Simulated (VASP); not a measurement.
Input:

```xyz
1
Lattice="-1.5750 1.5750 1.5750 1.5750 -1.5750 1.5750 1.5750 1.5750 -1.5750" Properties=species:S:1:pos:R:3 pbc="T T T"
Mo     0.0000     0.0000     0.0000
```

Calculation: vdW-DF-cx, VASP's PBE PAW potentials (set 64) (plane waves; VASP). Numerical set-up: 520 eV cut-off, 15×15×15 Γ-centred mesh, first-order Methfessel-Paxton smearing of 0.10 eV, potentials Mo_sv.

**Question.** The ions, cell shape and volume are relaxed. What does this cell relax into?

**Answer.** 
```xyz
1
Lattice="-1.5688 1.5688 1.5688 1.5688 -1.5688 1.5688 1.5688 1.5688 -1.5688" Properties=species:S:1:pos:R:3 pbc="T T T"
Mo     0.0000     0.0000     0.0000
```
Space group Im-3m (229), at a tolerance of 0.03 Å.

**Question.** How do energy and volume change from the first to the last step?

**Answer.** The energy (σ→0) changes by -1.9 meV/atom and the volume by -1.2 %, in 3 ionic steps.

The compound is Mo in the bcc structure. This run relaxes it. Symmetry was kept, so distortions that lower it aren't found.
